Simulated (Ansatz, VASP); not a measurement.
## Two plane-wave programs on ScGaN

```xyz
6
Lattice="3.1659 0.0000 0.0000 0.0000 3.8492 0.0000 0.0000 0.0000 7.9508" Properties=species:S:1:pos:R:3 pbc="T T T"
Sc    0.0000    0.0000    3.4805
Sc    1.5829    1.9246    4.4703
Ga    1.5829    0.0000    4.7933
Ga    0.0000    1.9246    3.1575
N     1.5829    1.9246    1.4396
N     0.0000    0.0000    6.5111
```

Change from the starting cell: species swapped into the TiClO type (Pmmn, No. 59).

Alike in both runs: task single point; functional PBE; k mesh 6 × 4 × 2; occupations gaussian, width 0.1 eV; no spin polarisation.

|  | VASP | Ansatz |
| --- | --- | --- |
| version | VASP 6.6.1 | Ansatz 0.2.0 |
| potentials or method | VASP PAW PBE potentials, release 64 (Sc_sv, Ga_d, N) | scalar-relativistic, plane waves, PAW |
| plane-wave cutoff (eV) | 520 | 420 |
| valence electrons in the cell | 58 | 58 |

```csv
,VASP,Ansatz,Ansatz less VASP
gap on the k mesh at the Fermi level (eV),none,none,-
rms of the force components (eV/Å),6.780,6.648,-0.1323
```

Atom by atom the forces differ by 0.139 eV/Å (rms over components). A gap of «none» marks a metal or a gap that the smearing closes.

Caveats: the k mesh is coarse (spacing up to 0.41 Å⁻¹), so the values aren't converged; forces of over 1 eV/Å show positions far from the minimum, so gaps and moduli don't describe the material at rest.
